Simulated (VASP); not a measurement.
Input for VASP

### INCAR
```
SYSTEM = Ge
PREC = Accurate
ENCUT = 400
EDIFF = 1E-6
NELM = 25
ALGO = VeryFast
LREAL = .FALSE.
LASPH = .TRUE.
ISMEAR = 0
SIGMA = 0.05
GGA = PE
LMAXMIX = 4
LWAVE = .FALSE.
LCHARG = .FALSE.
ISIF = 2
HFSCREEN = 0.2
AEXX = 0.25
LHFCALC = .TRUE.
PRECFOCK = Fast
ISYM = 3
```

### POSCAR
```
Ge
1
    0.0000000000     2.8855800000     2.8855800000
    2.8855800000     0.0000000000     2.8855800000
    2.8855800000     2.8855800000     0.0000000000
Ge
2
Direct
  0.0000000000   0.0000000000   0.0000000000
  0.2500000000   0.2500000000   0.2500000000
```

**KPOINTS**
```
Automatic mesh
0
Gamma
2 2 2
0 0 0
```

POTCAR, in this order: Ge_d (PBE.64 set). Program: vasp_std.

What VASP printed:

**standard output**
```
 POSCAR found type information on POSCAR Ge
 POSCAR found :  1 types and       2 ions
 Reading from existing POTCAR
 Reading from existing POTCAR
 LDA part: xc-table for (Slater+PW92), standard interpolation
 POSCAR, INCAR and KPOINTS ok, starting setup
 WAVECAR not read
 entering main loop
       N       E                     dE             d eps       ncg     rms          rms(c)
RMM:   1    -0.990002271860E+03   -0.99000E+03   -0.14886E+04    54   0.350E+03
RMM:   2    -0.890886872227E+03    0.99115E+02   -0.18887E+03    54   0.309E+02
RMM:   3    -0.882017079601E+03    0.88698E+01   -0.49015E+02    54   0.161E+02
RMM:   4    -0.889970439268E+03   -0.79534E+01   -0.78596E+02    54   0.134E+02
RMM:   5    -0.909307176741E+03   -0.19337E+02   -0.68226E+02    54   0.964E+01
RMM:   6    -0.933723796353E+03   -0.24417E+02   -0.13364E+03    54   0.119E+02
RMM:   7    -0.948485223726E+03   -0.14761E+02   -0.22351E+03    54   0.186E+02
RMM:   8    -0.961750876747E+03   -0.13266E+02   -0.34263E+03    54   0.235E+02
RMM:   9    -0.849951423682E+03    0.11180E+03   -0.10315E+03   156   0.218E+02
RMM:  10    -0.855702892917E+03   -0.57515E+01   -0.50314E+01   153   0.361E+01
RMM:  11    -0.858185323016E+03   -0.24824E+01   -0.16522E+01   151   0.162E+01
RMM:  12    -0.858186472078E+03   -0.11491E-02   -0.34062E+00   150   0.107E+01    0.253E+00
RMM:  13     0.146466463438E+03    0.10047E+04   -0.20099E+01   197   0.676E+01    0.340E+00
RMM:  14     0.145661952701E+03   -0.80451E+00   -0.26847E-01   151   0.134E+01    0.171E+00
RMM:  15     0.145905658363E+03    0.24371E+00   -0.15865E-01   148   0.111E+01    0.836E-01
RMM:  16     0.146006870089E+03    0.10121E+00   -0.59849E-02   149   0.963E+00    0.413E-01
RMM:  17     0.146050324577E+03    0.43454E-01   -0.93528E-02   150   0.967E+00    0.212E-01
RMM:  18     0.146074118146E+03    0.23794E-01   -0.11123E-01   155   0.972E+00    0.105E-01
RMM:  19     0.146093707520E+03    0.19589E-01   -0.12404E-01   158   0.972E+00    0.771E-02
RMM:  20     0.146109925586E+03    0.16218E-01   -0.12456E-01   156   0.986E+00    0.680E-02
RMM:  21     0.146122241490E+03    0.12316E-01   -0.15296E-01   160   0.987E+00    0.661E-02
RMM:  22     0.146133658705E+03    0.11417E-01   -0.15494E-01   161   0.972E+00    0.630E-02
RMM:  23     0.146145646892E+03    0.11988E-01   -0.17835E-01   165   0.989E+00    0.623E-02
RMM:  24     0.146158083274E+03    0.12436E-01   -0.15770E-01   161   0.991E+00    0.584E-02
RMM:  25     0.146168647928E+03    0.10565E-01   -0.18964E-01   168   0.992E+00

 -----------------------------------------------------------------------------
|                                                                             |
|           W    W    AA    RRRRR   N    N  II  N    N   GGGG   !!!           |
|           W    W   A  A   R    R  NN   N  II  NN   N  G    G  !!!           |
|           W    W  A    A  R    R  N N  N  II  N N  N  G       !!!           |
|           W WW W  AAAAAA  RRRRR   N  N N  II  N  N N  G  GGG   !            |
|           WW  WW  A    A  R   R   N   NN  II  N   NN  G    G                |
|           W    W  A    A  R    R  N    N  II  N    N   GGGG   !!!           |
|                                                                             |
|     The electronic self-consistency was not achieved in the given           |
|     number of steps (NELM). The forces and other quantities evaluated       |
|     might not be reliable so examine the results carefully. If you find     |
|     spurious results, we suggest increasing NELM, if you were close to      |
|     convergence or switching to a different ALGO or adjusting the           |
|     density mixing parameters otherwise.                                    |
|                                                                             |
 -----------------------------------------------------------------------------

   1 F= 0.14616865E+03 E0= 0.14616865E+03  d E =-.314471E-16
```

### OUTCAR
```
------------------------ aborting loop EDIFF was not reached (unconverged)  ----------------------------
  FORCE on cell =-STRESS in cart. coord.  units (eV):
  Direction    XX          YY          ZZ          XY          YZ          ZX
  --------------------------------------------------------------------------------------
  Total     -300.4362670   -300.4362670   -300.4362670      0.0000000     -0.0000000      0.0000000
  in kB   -10016.9057212 -10016.9057212 -10016.9057212      0.0000000     -0.0000000      0.0000000
  external PRESSURE =  -10016.9057212 kB  Pullay stress =       0.0000000 kB
  volume of cell :       48.05
      direct lattice vectors                 reciprocal lattice vectors
     0.000000000  2.885580000  2.885580000    -0.173275390  0.173275390  0.173275390
     2.885580000  0.000000000  2.885580000     0.173275390 -0.173275390  0.173275390
     2.885580000  2.885580000  0.000000000     0.173275390  0.173275390 -0.173275390
 POSITION                                       TOTAL-FORCE (eV/Angst)
 -----------------------------------------------------------------------------------
      0.00000      0.00000      0.00000        -0.000000     -0.000000     -0.000000
      1.44279      1.44279      1.44279         0.000000      0.000000      0.000000
 -----------------------------------------------------------------------------------
    total drift:                               -5.105134     -0.351351     -5.745162
  FREE ENERGIE OF THE ION-ELECTRON SYSTEM (eV)
  ---------------------------------------------------
  free  energy   TOTEN  =       146.1686479282 eV

  energy  without entropy=      146.1686479282  energy(sigma->0) =      146.16864793

  exchange ACFDT corr.  =        -0.00000000  see jH, gK, PRB 81, 115126
```
(Selected blocks of OUTCAR.)

Problem. Read input and log: which fault does this run have?
A) molecular dynamics (IBRION = 0) was asked for without POTIM
B) the Γ-only program was given a k-mesh
C) LDAUL, LDAUU and LDAUJ hold more entries than there are species
D) a hybrid functional was run with ALGO = VeryFast

Solution. D, a hybrid functional was run with ALGO = VeryFast. The run did not converge; its last values are not results. Against the sound run, the energy per atom (σ→0) increases by 77.143 eV/atom; the pressure falls by 1002.45 GPa; the band gap increases by 0.73 eV.

To mend it, set ALGO = Normal.

The mended run (HSE06 screened hybrid, plane waves, VASP's PBE PAW potentials (set 64)) converges, and its OSZICAR ends with
```
   1 F= -.81178796E+01 E0= -.81178796E+01  d E =-.256477E-16
```

The compound is Ge in the diamond structure. The cell was not relaxed at this level.
